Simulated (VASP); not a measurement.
These are revPBE GGA, VASP's PBE PAW potentials (set 64) (plane waves; VASP) values and carry that method's errors.

The input files of a VASP run:

**INCAR**
```
SYSTEM = CdS
PREC = Accurate
ENCUT = 520
EDIFF = 1E-7
NELM = 100
ALGO = Normal
LREAL = .FALSE.
LASPH = .TRUE.
ISMEAR = 0
SIGMA = 0.05
GGA = RE
LMAXMIX = 4
LWAVE = .FALSE.
LCHARG = .FALSE.
LORBIT = 11
ICHARG = 11
```

### POSCAR
```
CdS
1
    2.1236352513    -3.6782439670     0.0000000000
    2.1236352513     3.6782439670     0.0000000000
    0.0000000000     0.0000000000     6.8976676745
Cd S
2 2
Direct
  0.6666670000   0.3333330000   0.4999970742
  0.3333330000   0.6666670000   0.9999970742
  0.6666670000   0.3333330000   0.8770029258
  0.3333330000   0.6666670000   0.3770029258
```

### KPOINTS
```
k-points along high-symmetry lines
10
Line-mode
Reciprocal
  0.000000   0.000000   0.000000 ! GAMMA
  0.000000   0.500000   0.000000 ! M

  0.000000   0.500000   0.000000 ! M
 -0.333333   0.666667   0.000000 ! K

 -0.333333   0.666667   0.000000 ! K
  0.000000   0.000000   0.000000 ! GAMMA

  0.000000   0.000000   0.000000 ! GAMMA
  0.000000   0.000000   0.500000 ! A

  0.000000   0.000000   0.500000 ! A
  0.000000   0.500000   0.500000 ! L

  0.000000   0.500000   0.500000 ! L
 -0.333333   0.666667   0.500000 ! H

 -0.333333   0.666667   0.500000 ! H
  0.000000   0.000000   0.500000 ! A

  0.000000   0.500000   0.500000 ! L
  0.000000   0.500000   0.000000 ! M

 -0.333333   0.666667   0.500000 ! H
 -0.333333   0.666667   0.000000 ! K
```

POTCAR, in this order: Cd S (PBE.64 set). Program: vasp_std. Read from the step before: CHGCAR.

What VASP printed:

**OSZICAR**
```
       N       E                     dE             d eps       ncg     rms          rms(c)
DAV:   1     0.244833493348E+03    0.24483E+03   -0.17753E+04  3960   0.148E+03
DAV:   2     0.270198494208E+01   -0.24213E+03   -0.23667E+03  4466   0.356E+02
DAV:   3    -0.104133357697E+02   -0.13115E+02   -0.13007E+02  4716   0.818E+01
DAV:   4    -0.105664284017E+02   -0.15309E+00   -0.15298E+00  4602   0.853E+00
DAV:   5    -0.105691545591E+02   -0.27262E-02   -0.27258E-02  4812   0.110E+00
DAV:   6    -0.105692393698E+02   -0.84811E-04   -0.84804E-04  4686   0.182E-01
DAV:   7    -0.105692426678E+02   -0.32981E-05   -0.32980E-05  4796   0.321E-02
DAV:   8    -0.105692428133E+02   -0.14549E-06   -0.14541E-06  4680   0.617E-03
DAV:   9    -0.105692428186E+02   -0.52391E-08   -0.52782E-08  3432   0.113E-03
   1 F= -.10569243E+02 E0= -.10569243E+02  d E =-.124001E-14
```

### OUTCAR
```
 val. band max:        0.7353615714   @ k =  -0.0000   0.0000   0.0000

 cond. band min:       1.9073391478   @ k =  -0.0000   0.0000   0.0000



 k-point     1 :       0.0000    0.0000    0.0000
  band No.  band energies     occupation
      1     -11.1471      2.00000
      2     -10.7948      2.00000
      3      -6.7181      2.00000
      4      -6.7142      2.00000
      5      -6.7142      2.00000
      6      -6.6469      2.00000
      7      -6.6469      2.00000
      8      -6.3876      2.00000
      9      -6.3876      2.00000
     10      -6.3162      2.00000
     11      -6.3162      2.00000
     12      -6.0260      2.00000
     13      -3.1230      2.00000
     14       0.0879      2.00000
     15       0.0880      2.00000
     16       0.7098      2.00000
     17       0.7353      2.00000
     18       0.7354      2.00000
     19       1.9073      0.00000
     20       3.5095      0.00000
     21       7.2724      0.00000
     22       7.2725      0.00000

 k-point     2 :       0.0000    0.0556    0.0000
  band No.  band energies     occupation
      1     -11.1379      2.00000
      2     -10.7907      2.00000
      3      -6.7166      2.00000
      4      -6.7104      2.00000
      5      -6.7049      2.00000
      6      -6.6426      2.00000
      7      -6.6417      2.00000
      8      -6.3894      2.00000
      9      -6.3877      2.00000
     10      -6.3198      2.00000
     11      -6.3154      2.00000
     12      -6.0199      2.00000
     13      -3.1044      2.00000
     14      -0.0342      2.00000
     15       0.0535      2.00000
     16       0.5171      2.00000
     17       0.6917      2.00000
     18       0.7162      2.00000
     19       2.1218      0.00000
     20       3.6323      0.00000
     21       7.1601      0.00000
     22       7.3182      0.00000

 k-point     3 :       0.0000    0.1111    0.0000
  band No.  band energies     occupation
      1     -11.1112      2.00000
      2     -10.7790      2.00000
...
```

The density is held fixed in this step, so its total energy and stress have no physical meaning.

The compound is CdS in the wurtzite structure. It was relaxed first, which changed the volume by +8 %.
